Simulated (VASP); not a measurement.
Computed with PBE GGA with D3 dispersion (zero damping), VASP's PBE PAW potentials (set 64) (plane waves; VASP 6.6.1).

Input for VASP

### KPOINTS
```
Automatic mesh
0
Gamma
13 13 13
0 0 0
```

INCAR:
```
ENCUT  =  520   ! plane-wave cut-off (eV)
LWAVE  =  .FALSE.
ISMEAR  =  -5   ! tetrahedra, Bloechl
ALGO  =  Normal   ! blocked Davidson
PREC  =  Accurate
LREAL  =  .FALSE.
IVDW  =  11   ! D3, zero damping
SYSTEM  =  LiF
LASPH  =  .TRUE.
LORBIT  =  11   ! lm-projected
ISIF  =  2   ! forces and stress, cell fixed
NELM  =  100   ! most electronic steps
EDIFF  =  1E-7
NEDOS  =  601   ! DOS grid
GGA  =  PE   ! PBE
LCHARG  =  .TRUE.
```

### POSCAR
```
LiF
1
    0.0000000000     1.9979318234     1.9979318234
    1.9979318234     0.0000000000     1.9979318234
    1.9979318234     1.9979318234     0.0000000000
Li F
1 1
Direct
  0.0000000000   0.0000000000   0.0000000000
  0.5000000000   0.5000000000   0.5000000000
```

POTCAR, in this order: Li_sv F (PBE.64 set). Program: vasp_std.

### Question
Estimate the energy per atom (σ→0), dispersion energy, band gap (on the k-mesh).

### Answer

| Item | Value |
|---|---|
| energy per atom (σ→0) | -4.961 eV/atom |
| dispersion energy | -0.292 eV |
| band gap (on the k-mesh) | 9.31 eV |

### OSZICAR
```
...
DAV:   7    -0.962316067003E+01   -0.42116E-02   -0.20035E-02  2089   0.157E+00    0.850E-01
DAV:   8    -0.962987500333E+01   -0.67143E-02   -0.15751E-02  2046   0.164E+00    0.967E-02
DAV:   9    -0.962996791361E+01   -0.92910E-04   -0.81504E-04  1686   0.314E-01    0.406E-02
DAV:  10    -0.963002901926E+01   -0.61106E-04   -0.13449E-04  1673   0.111E-01    0.697E-03
DAV:  11    -0.963003140605E+01   -0.23868E-05   -0.25583E-06  2106   0.213E-02    0.184E-03
DAV:  12    -0.963003156647E+01   -0.16042E-06   -0.53460E-07  1658   0.866E-03    0.932E-04
DAV:  13    -0.963003159718E+01   -0.30717E-07   -0.44666E-08  1087   0.224E-03
   1 F= -.99222700E+01 E0= -.99222700E+01  d E =0.000000E+00
```

The compound is LiF in the rock salt structure. It was relaxed first.
